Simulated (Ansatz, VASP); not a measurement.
# BiAs: VASP beside Ansatz, part 2 of 3

One calculation is typed for both programs; each brings its own data sets and cutoff. How far apart do they land? The cell is invented: As first built, before any earlier steps moved the atoms (in the runner's words): it takes the AsP structure with some of its atoms replaced by other elements, volume scaled by an estimate. It may not be a known or stable phase. The cell is taken from a series of VASP runs on this material, whose earlier steps may have relaxed, scaled or displaced it; both programs get it as it stands.

VASP 6.6.1 and Ansatz 0.2.0.

So far: The starting structure; VASP: band structure, PBE0.

## Step 3: Ansatz: band structure, PBE0

Level of this step: Ansatz beside VASP: Kohn-Sham DFT, plane waves, PBE0 (Ansatz).

Ansatz runs on its default PAW (the set named soft_2) files.

The same cell, functional, mesh and smearing now go to Ansatz, which takes its cutoff from its data sets.

File input.yaml:

```yaml
crystal:
  lattice:
    - [2.1264006924, 1.2276782936, 3.682590575]
    - [-2.1264006924, 1.2276782936, 3.682590575]
    - [0.0, -2.4553565871, 3.682590575]
  atoms:
    - { symbol: Bi, position: [0.2317986543, 0.2317986543, 0.2317986543] }
    - { symbol: As, position: [0.7682013457, 0.7682013457, 0.7682013457] }
hamiltonian:
  xc: pbe0
  pseudopotentials: { kind: paw }
kpoints:
  mp_grid: { grid: [4, 4, 4] }
  band_path:
    path:
      - [0.0, 0.0, 0.0]
      - [0.4, 0.0, 0.0]
      - [0.5, 0.0, 0.0]
      - [0.5, 0.14446, -0.14446]
      - [0.65554, 0.5, 0.34446]
      - [0.55185, 0.5, 0.44815]
      - [0.4, 0.4, 0.4]
      - [0.0, 0.0, 0.0]
      - [0.2963, 0.0, -0.2963]
      - [0.55185, 0.44815, 0.0]
      - [0.55185, 0.55185, 0.0963]
      - [0.6037, 0.6037, 0.29261]
      - [0.5, 0.0, 0.0]
      - [0.75924, 0.37038, 0.37038]
    npoints: 1
scf:
  occupations: { method: gaussian, width: 0.02 }
  n_extra_bands: 7
output:
  forces: true
  stress: true
  eigenvalues: true
```

Run with:

```
$ ansatz run input.yaml --threads 4 --pin off --max-ram 9216MiB --backend cpu --events-out ev --progress --plain --runs-dir out
```

Numbers of over 12 decimals in the logs are rounded to 6 here.

The log of the run:

```text
Warning: output.stress: scf.convergence.dr2_threshold = 1e-7 eV (the SCF's general default) is looser than the 2e-10 eV advised for a printed stress (1e-10 eV for each atom of the cell: 2). What an SCF threshold leaves in a stress goes as its square root, and in the free energy as the threshold itself, and one threshold admits the most on a small cell: [figures from the program's tests cut] Set scf.convergence.dr2_threshold to 2e-10 eV or tighter. The threshold is an SCF's pass mark: one that does not reach it within its budget of iterations ends unconverged, or closes short of it on a stop that the run arms, and scf.convergence.dr2_threshold's page says what that costs each kind of run
Warning: output.stress: scf.exx.energy_threshold = 1e-6 eV is looser than the 2e-8 eV advised for a stress under a hybrid functional (1e-8 eV for each atom of the cell: 2). Every SCF of the exchange loop can meet its threshold on dr2 while the loop round them stops early: no threshold on dr2 bounds what that leaves in the stress. Set scf.exx.energy_threshold to 2e-8 eV or tighter. The threshold is the loop's pass mark: a loop that does not reach it within its budget of cycles ends unconverged, and scf.exx.energy_threshold's page has the law
scf.n_extra_bands = 7 over 15 filled bands (N_el = 30.0): the run solves 22 bands
Engine: ansatz 0.2.0, aarch64-unknown-linux-gnu
Pseudopotentials: kind: paw
Pseudopotential: Bi, paw, valence charge 15, recommended cutoff 420 eV (normal), Bi.paw.azcp
Pseudopotential: As, paw, valence charge 15, recommended cutoff 420 eV (normal), As.paw.azcp
Functional definition: PBE0
  parameter a = 0.25
  parameter kappa = 0.804
  parameter beta = 0.066725
  exchange = (1 - a)*pbe_x(kappa = kappa, mu = beta*pi^2/3) + a*exact_x
  correlation = pbe_c(beta = beta)
Crystal: 2 atoms, lattice volume = 57.681 Å³
Basis set: ecut = 420 eV, 1141 PW (Γ), exchange–correlation on 60×60×60 points (8 copies of the dense FFT grid, shifted against one another)
Bands: 22, of which v1, the nominal top of the filled ones, is band 15 counted from 1 (14 counted from 0)
Symmetry: 6 space group operations
Space group: R3m (ITA 160), of the structure as read, at distance tolerance 3.9e-5 Å
k-points: 13 of 64 (time reversal used)
Non-local potential: Bi, projectors of the file, l = 0: 2, l = 1: 2, l = 2: 2, l = 3: 2
Non-local potential: As, projectors of the file, l = 0: 2, l = 1: 2, l = 2: 3, l = 3: 1
PAW form: soft (Blöchl's): semilocal exchange-correlation on the pseudo side does not see the compensation charge
PAW frozen core: Bi, regenerated for the run's functional, and the local potential with it (the file was generated under x = pbe(κ = 0.804, μ = 0.219515), c = pbe(β = 0.066725))
PAW frozen core: As, regenerated for the run's functional, and the local potential with it (the file was generated under x = pbe(κ = 0.804, μ = 0.219515), c = pbe(β = 0.066725))
PAW one-centre angular grid: Bi, 590 points (default); XC on 64 Gauss nodes
PAW one-centre angular grid: As, 590 points (default); XC on 64 Gauss nodes
Initial density: superposition of atomic densities (neutral atoms: chi_scale 0, normalization atom), corrected by the library's trained network
Initial wavefunctions: pseudopotential atomic-orbital guess
Functional: x = pbe(κ = 0.804, μ = 0.219515), c = pbe(β = 0.066725), warm-up for x = 0.75 pbe(κ = 0.804, μ = 0.219515) + 0.25 exact, c = pbe(β = 0.066725)
SCF iter   1: F=—  HF=-17252.804354 eV  |F-HF|=—  |Δ(HF+E_count)|=         —  Δρ=1.88e-3  dr2=4.45e-3  ethr=1.77e-3  ⟨swp⟩=13.5  Hψ=1415  notcnv=0
preconditioner: auto → none  [insulator: Δε(μ)=0.175 eV  Ē_g=11.778 eV  σ=0.020 eV  W_gap=1.00  n_scr=14 (ndim 8)  ℏωp=15.5 eV  f_vac=0.005  D(μ)=0.00/eV (n_scr^D=0)]
SCF iter   2: F=—  HF=-17252.803966 eV  |F-HF|=—  |Δ(HF+E_count)|=   3.88e-4  Δρ=7.52e-4  dr2=6.24e-4  ethr=1.48e-5  ⟨swp⟩=5.2  Hψ=828  notcnv=0  defer=11
SCF iter   3: F=—  HF=-17252.803952 eV  |F-HF|=—  |Δ(HF+E_count)|=   1.37e-5  Δρ=2.65e-4  dr2=6.95e-5  ethr=2.08e-6  ⟨swp⟩=3.5  Hψ=552  notcnv=0  defer=1
iter 4 solved again at ethr=6.75e-9 eV; its pass at ethr=2.32e-7 eV (dr2=2.02e-6 eV) is discarded
SCF iter   4: F=-17252.803966 eV  HF=-17252.803966 eV  |F-HF|=5.62e-7  |Δ(HF+E_count)|=   1.34e-5  Δρ=7.46e-5  dr2=1.83e-6  ethr=6.75e-9  ⟨swp⟩=3.8  Hψ=1263  notcnv=0
eigensolver tolerance schedule: the retry pair's looser diagonalisation over-reported the residual by 0.11 of it (diagonalisation noise at 0.11 of the residual, at the tolerance the schedule requests for it); recorded, not acted on — ethr = c·dr2/N_el stays at c = 1.0e-1
SCF 1 stopped early in 4 iterations: F = -17252.803966 eV  dr2 = 1.83e-6
  greatest PAW one-centre occupation: 0.999 electrons in one spin orbital (limit 2), on the As atom at site 1 (counted from 0), in its partial waves of l = 2
Initial density: handed on by an earlier stage of this run
Initial wavefunctions: those handed on with the density
Functional: x = 0.75 pbe(κ = 0.804, μ = 0.219515) + 0.25 exact, c = pbe(β = 0.066725)
Frozen-core exchange: fock
SCF iter   1: F=—  HF=-17254.444509 eV  |F-HF|=—  |Δ(HF+E_count)|=         —  Δρ=5.03e-3  dr2=7.22e-3  ethr=6.09e-8  ⟨swp⟩=11.5  Hψ=1777  notcnv=0
preconditioner: auto → none  [insulator: Δε(μ)=0.828 eV  Ē_g=13.739 eV  σ=0.020 eV  W_gap=1.00  n_scr=14 (ndim 8)  ℏωp=15.5 eV  f_vac=0.003  D(μ)=0.00/eV (n_scr^D=0)]
SCF iter   2: F=—  HF=-17254.438248 eV  |F-HF|=—  |Δ(HF+E_count)|=   6.26e-3  Δρ=2.19e-3  dr2=2.05e-3  ethr=6.09e-8  ⟨swp⟩=5.0  Hψ=1079  notcnv=0
SCF iter   3: F=—  HF=-17254.438013 eV  |F-HF|=—  |Δ(HF+E_count)|=   2.35e-4  Δρ=7.82e-4  dr2=2.46e-3  ethr=6.09e-8  ⟨swp⟩=4.1  Hψ=827  notcnv=0
SCF iter   4: F=—  HF=-17254.448692 eV  |F-HF|=—  |Δ(HF+E_count)|=   1.07e-2  Δρ=1.04e-3  dr2=5.59e-4  ethr=6.09e-8  ⟨swp⟩=5.0  Hψ=1053  notcnv=0
SCF iter   5: F=—  HF=-17254.448574 eV  |F-HF|=—  |Δ(HF+E_count)|=   1.18e-4  Δρ=2.22e-4  dr2=5.03e-4  ethr=6.09e-8  ⟨swp⟩=4.0  Hψ=870  notcnv=0
[...]
SCF iter   8: F=—  HF=-17254.450470 eV  |F-HF|=—  |Δ(HF+E_count)|=   3.18e-4  Δρ=7.88e-5  dr2=1.66e-5  ethr=5.05e-8  ⟨swp⟩=4.0  Hψ=729  notcnv=0
SCF iter   9: F=-17254.450485 eV  HF=-17254.450487 eV  |F-HF|=1.96e-6  |Δ(HF+E_count)|=   1.74e-5  Δρ=4.81e-5  dr2=2.88e-6  ethr=2.75e-8  ⟨swp⟩=3.6  Hψ=623  notcnv=0  defer=1
SCF 2 stopped early in 9 iterations: F = -17254.450485 eV  dr2 = 2.88e-6
  Residual-converged pass: ⟨swp⟩=4.4  Hψ=795  notcnv=0  max |occ|·‖R‖ = 6.4e-6 eV (tolerance 6.7e-6 eV)  dr2=2.87e-6  dr2_onsite=5.56e-8  max |Δocc| = 2.1e-232
hybrid outer 1: dexx = +2.022e-2 eV, tail = 7.33e-5 eV
Frozen-core exchange: fock
SCF iter   1: F=—  HF=-17254.450683 eV  |F-HF|=—  |Δ(HF+E_count)|=         —  Δρ=4.59e-5  dr2=8.91e-7  ethr=1.22e-6  ⟨swp⟩=4.0  Hψ=678  notcnv=0
preconditioner: auto → none  [insulator: Δε(μ)=0.915 eV  Ē_g=13.745 eV  σ=0.020 eV  W_gap=1.00  n_scr=14 (ndim 8)  ℏωp=15.5 eV  f_vac=0.002  D(μ)=0.00/eV (n_scr^D=0)]
SCF iter   2: F=—  HF=-17254.450685 eV  |F-HF|=—  |Δ(HF+E_count)|=   1.77e-6  Δρ=2.48e-5  dr2=2.70e-7  ethr=2.07e-9  ⟨swp⟩=4.8  Hψ=915  notcnv=0
SCF iter   3: F=—  HF=-17254.450685 eV  |F-HF|=—  |Δ(HF+E_count)|=   2.94e-7  Δρ=1.18e-5  dr2=8.38e-8  ethr=5.64e-10  ⟨swp⟩=3.1  Hψ=519  notcnv=0  defer=7
SCF iter   4: F=—  HF=-17254.450686 eV  |F-HF|=—  |Δ(HF+E_count)|=   1.01e-7  Δρ=2.61e-6  dr2=9.00e-9  ethr=1.52e-10  ⟨swp⟩=4.1  Hψ=718  notcnv=0  defer=5
SCF iter   5: F=—  HF=-17254.450686 eV  |F-HF|=—  |Δ(HF+E_count)|=   7.53e-9  Δρ=1.04e-6  dr2=7.60e-10  ethr=1.74e-11  ⟨swp⟩=4.2  Hψ=684  notcnv=0  defer=10
SCF iter   6: F=-17254.450686 eV  HF=-17254.450686 eV  |F-HF|=1.96e-10  |Δ(HF+E_count)|=  9.35e-10  Δρ=5.59e-7  dr2=2.70e-10  ethr=1.25e-12  ⟨swp⟩=4.2  Hψ=772  notcnv=0  defer=2
SCF 3 converged in 6 iterations: F = -17254.450686 eV  dr2 = 2.70e-10
  Residual-converged pass: ⟨swp⟩=3.0  Hψ=619  notcnv=0  max |occ|·‖R‖ = 2.5e-7 eV (tolerance 2.9e-7 eV)  dr2=2.69e-10  dr2_onsite=4.01e-11  max |Δocc| = 9.5e-237
hybrid outer 2: dexx = +2.876e-6 eV, tail = 2.97e-8 eV, Δε = 1.94e-3 eV (about 1.07e-4 eV left of the loop's levels), ΔF = 1.07e-2 eV/Å (tail 1.64e-3)
Frozen-core exchange: fock
SCF iter   1: F=—  HF=-17254.450686 eV  |F-HF|=—  |Δ(HF+E_count)|=         —  Δρ=1.52e-6  dr2=9.41e-10  ethr=4.95e-10  ⟨swp⟩=5.9  Hψ=682  notcnv=0
preconditioner: auto → none  [insulator: Δε(μ)=0.915 eV  Ē_g=13.746 eV  σ=0.020 eV  W_gap=1.00  n_scr=14 (ndim 8)  ℏωp=15.5 eV  f_vac=0.002  D(μ)=0.00/eV (n_scr^D=0)]
SCF iter   2: F=-17254.450686 eV  HF=-17254.450686 eV  |F-HF|=6.18e-11  |Δ(HF+E_count)|=  3.13e-10  Δρ=6.37e-7  dr2=1.49e-10  ethr=2.92e-12  ⟨swp⟩=4.1  Hψ=810  notcnv=0  defer=1
SCF 4 converged in 2 iterations: F = -17254.450686 eV  dr2 = 1.49e-10
  Residual-converged pass: ⟨swp⟩=3.0  Hψ=654  notcnv=0  max |occ|·‖R‖ = 2.6e-7 eV (tolerance 2.9e-7 eV)  dr2=1.49e-10  dr2_onsite=2.46e-11  max |Δocc| = 1.7e-238
hybrid outer 3: dexx = +4.973e-10 eV, tail = 3.54e-10 eV, Δε = 3.88e-5 eV (about 1.40e-5 eV left of the loop's levels), ΔF = 3.87e-4 eV/Å (tail 1.65e-4)
NSCF: frozen V_eff on 14 k-points
hybrid SCF converged: 3 outer / 17 inner (+4 warm-up), last move |dexx| = 4.97e-10 eV, tail = 3.54e-10 eV
Stability not checked: this state was not tested for a lower state beside it, because the functional holds exact exchange (a hybrid, or Hartree-Fock), whose exchange loop this test does not read (fock_operator; see scf.lower_state_search)
Free energy (F): -17254.450686 eV
Frozen-core exchange: fock
Harris-Foulkes:  -17254.450686 eV  (|F-HF|=6.18e-11)
Internal energy: -17254.450686 eV  (E = F + TS)
E sigma→0 (E₀):  -17254.450686 eV
Fermi energy:    9.423611 eV
--- Per-component energies (eV) ---
  E_band       = -430.930340
  E_kinetic    = 401.167520
  E_local      = -3315.226359  (includes V_loc(G=0)·N_el)
  E_nonlocal   = -109.030274
  E_hartree    = 1475.287284
  E_xc         = -177.029058
  E_vxc        = -171.555973  (∫ρ·V_xc dr)
  E_exx        = -108.096820  (= α·E_x^exact, valence–valence)
  E_paw        = -12443.850661  (= ΣΔE_a)
  E_vpaw       = 29.334453  (= ΣTr[D̂ρ^β])
  E_aug_tail   = -0.000429  (compensation charges beyond the density's cutoff)
  E_ewald      = -2977.072559
  E_core_change = -0.599330  (= ΣΔE_core)
  E_smearing   = -0.000000  (= −TS)
  E_closure    = 0.000000  (closes the sum)
  Σ components = -17254.450686   (vs F -17254.450686, Δ=0.00e0)
--- Forces (eV/Å), atoms counted from 1 ---
  atom   1  Bi     0.00000000    -0.00000000    -0.45995343
  atom   2  As     0.00000000     0.00000000     0.45991640
  max |Σ_I F_I| component: 3.70e-5 eV/Å
--- Stress (GPa, compression-positive) ---
       -2.553142      -0.000000      -0.000000
        0.000000      -2.553142       0.000000
       -0.000000       0.000000      -1.634783
  P = ⅓ Tr σ = -2.2470 GPa (-22.470 kbar)
--- Band table (eV; the first three rows and the last of 13) ---
  k-point 0: bands = [... 11 lower, 1.9964, 7.3403, 7.4511, 7.4511, 12.8906, 13.7177, 13.7177, 16.7159, ... 3 higher]
  k-point 1: bands = [... 11 lower, 0.1518, 7.3599, 7.3827, 8.0772, 11.5014, 12.1898, 12.3869, 16.1958, ... 3 higher]
  k-point 2: bands = [... 11 lower, -2.4352, 7.3467, 7.4191, 8.9660, 9.8812, 10.8606, 11.3634, 18.7788, ... 3 higher]
  k-point 12: bands = [... 11 lower, -1.5962, 8.0093, 8.0093, 8.4564, 10.8838, 10.8838, 10.9919, 18.1696, ... 3 higher]
```

Run time: 34 s. Hardware: 4 threads of Arm Neoverse V1, shared host; peak memory 0.88 GiB; 2 min of CPU time.

## Step 4: Comparison

Known differences besides the potentials themselves: exact exchange at q = 0 is treated differently, which shows on coarse meshes; VASP keeps PBE cores, Ansatz makes them for the functional; the data sets hold 30 valence electrons in Ansatz (default PAW (the set named soft_2) files) and 20 in VASP; the cutoff is 420 eV in Ansatz and 400 eV in VASP; VASP takes a coarser grid for exact exchange (PRECFOCK = Fast). Total energies have different zeros and are not compared.

Compared:

```tsv
quantity	Ansatz	VASP	difference
gap over the path points (eV)	0.579	0.596	-0.017
```

Forces (eV/Å; atoms numbered as in POSCAR):

```tsv
atom	Ansatz x, y, z	VASP x, y, z
Bi1	0.000, 0.000, -0.460	0.000, 0.000, -0.470
As2	0.000, 0.000, 0.460	0.000, 0.000, 0.470
```

Levels at points of the path, from each program's valence-band top (eV; 4 filled, then empty):

```tsv
k (reciprocal lattice)	Ansatz	VASP
0.000 0.000 0.000	-7.31 -1.96 -1.85 -1.85 3.59 4.42 4.42	-7.35 -1.96 -1.86 -1.86 3.62 4.46 4.46
0.400 0.000 0.000	-10.94 -1.95 -1.90 -0.60 0.95 1.82 2.24	-10.94 -1.93 -1.88 -0.58 0.96 1.83 2.26
0.500 0.000 0.000	-11.74 -1.96 -1.88 -0.34 0.58 1.56 2.06	-11.76 -1.94 -1.85 -0.32 0.60 1.57 2.08
0.500 0.144 -0.144	-11.70 -4.81 -3.62 -1.35 1.75 4.90 5.59	-11.71 -4.80 -3.60 -1.33 1.76 4.90 5.60
0.656 0.500 0.344	-10.77 -4.89 -3.97 -0.31 1.42 5.29 5.67	-10.78 -4.87 -3.96 -0.29 1.43 5.29 5.67
0.552 0.500 0.448	-10.87 -2.65 -1.68 0.00 0.74 2.11 3.21	-10.87 -2.65 -1.67 0.00 0.77 2.14 3.22
0.400 0.400 0.400	-10.49 -1.37 -1.37 -0.88 1.81 1.81 1.83	-10.48 -1.36 -1.36 -0.89 1.84 1.84 1.85
0.000 0.000 0.000	-7.31 -1.96 -1.85 -1.85 3.59 4.42 4.42	-7.35 -1.96 -1.86 -1.86 3.62 4.46 4.46
0.296 0.000 -0.296	-11.29 -4.96 -2.42 -2.24 2.89 2.98 6.11	-11.30 -4.95 -2.40 -2.22 2.88 2.97 6.11
0.552 0.448 0.000	-10.42 -5.89 -3.75 -3.73 3.57 6.14 6.74	-10.43 -5.86 -3.74 -3.71 3.59 6.14 6.75
```

The forces differ by 6.0 meV/Å r.m.s., which is 2.2 % of the r.m.s. force of 0.27 eV/Å (both taken over all components). Among the levels compared at these points, filled levels agree within 42 meV and empty ones within 41 meV.

## Step 5: Ansatz: band structure, HSEsol

The same path points are solved in both programs, so levels can be compared one by one.

The cell is taken from a series of VASP runs on this material, whose earlier steps may have relaxed, scaled or displaced it; both programs get it as it stands.

input.yaml, as its differences from that of step 3:

```diff
@@ -9,3 +9,6 @@
 hamiltonian:
-  xc: pbe0
+  xc:
+    exchange: hjs_pbesol
+    correlation: pbesol
+    exx: { coeff: 0.25, omega: 0.2 }
   pseudopotentials: { kind: paw }
```

The log of the run:

```text
[...]
Crystal: 2 atoms, lattice volume = 57.681 Å³
Basis set: ecut = 420 eV, 1141 PW (Γ), exchange–correlation on 60×60×60 points (8 copies of the dense FFT grid, shifted against one another)
Bands: 22, of which v1, the nominal top of the filled ones, is band 15 counted from 1 (14 counted from 0)
Symmetry: 6 space group operations
[...]
k-points: 13 of 64 (time reversal used)
[...]
--- Band table (eV; the first three rows and the last of 13) ---
  k-point 0: bands = [... 11 lower, 2.2277, 7.5814, 7.6852, 7.6852, 12.4215, 13.2237, 13.2237, 16.2413, ... 3 higher]
  k-point 1: bands = [... 11 lower, 0.4127, 7.5706, 7.5977, 8.2433, 11.0785, 11.7380, 11.9362, 15.7065, ... 3 higher]
  k-point 2: bands = [... 11 lower, -2.1596, 7.5638, 7.6344, 9.1310, 9.4672, 10.4229, 10.9271, 18.2578, ... 3 higher]
  k-point 12: bands = [... 11 lower, -1.3230, 8.2102, 8.2102, 8.5766, 10.4675, 10.4675, 10.6069, 17.6497, ... 3 higher]
[key lines of the parts left out:]
Free energy (F): -17111.755397 eV
Fermi energy:    9.299074 eV
P = ⅓ Tr σ = -3.9124 GPa (-39.124 kbar)
```

Wall time 32 s (4 threads); peak memory 0.88 GiB.

(Part 2 of 3 ends here.)

[Lines on the potential files, build, host, timing and source positions are cut from VASP's logs without a mark.]

[Logs are printed without paths, hosts, clocks, repeated set-up lines and the standing remarks that a program may print on its own settings, such as how far it seeks lower states.]

[Hosts, paths, dates, database ids (printed as entryN), source tags and the programs' standing remarks are cut or masked in the printed files.]
